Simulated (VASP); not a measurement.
Consider the following.

```yaml
crystal:
  lattice:
    - [2.83731, 0.00000, 0.00000]
    - [0.00000, 2.83731, 0.00000]
    - [0.00000, 0.00000, 2.83731]
  atoms:
    - { symbol: Ga, position: [0.50000, 0.50000, 0.50000] }
    - { symbol: Co, position: [0.00000, 0.00000, 0.00000] }
```

These are PBEsol GGA, VASP's PBE PAW potentials (set 64) (plane waves; VASP) values and carry that method's errors. Run with 530 eV cut-off, 12×12×12 Γ-centred mesh, first-order Methfessel-Paxton smearing of 0.10 eV, potentials Ga_d Co.

Finite-difference elastic constants of metals are sensitive to mesh and smearing; shear constants can be off by tens of GPa.

Q: Give the elastic stiffness tensor with the ions relaxed (GPa, in the frame of the cell).

A: 
```tsv
	xx	yy	zz	yz	xz	xy
xx	255	176	176	0.0	0.0	0.0
yy	176	255	176	0.0	0.0	0.0
zz	176	176	255	0.0	0.0	0.0
yz	0.0	0.0	0.0	128	0.0	0.0
xz	0.0	0.0	0.0	0.0	128	0.0
xy	0.0	0.0	0.0	0.0	0.0	128
```

Q: Predict the Hill bulk modulus, Hill shear modulus, Young's modulus, Poisson's ratio.

A: 
| Property | Result |
|---|---|
| Hill bulk modulus | 202 GPa |
| Hill shear modulus | 79.8 GPa |
| Young's modulus | 212 GPa |
| Poisson's ratio | 0.326 |

The compound is CoGa in the CsCl type structure. It was relaxed first. The run is not spin-polarised, so no magnetic state was tried.
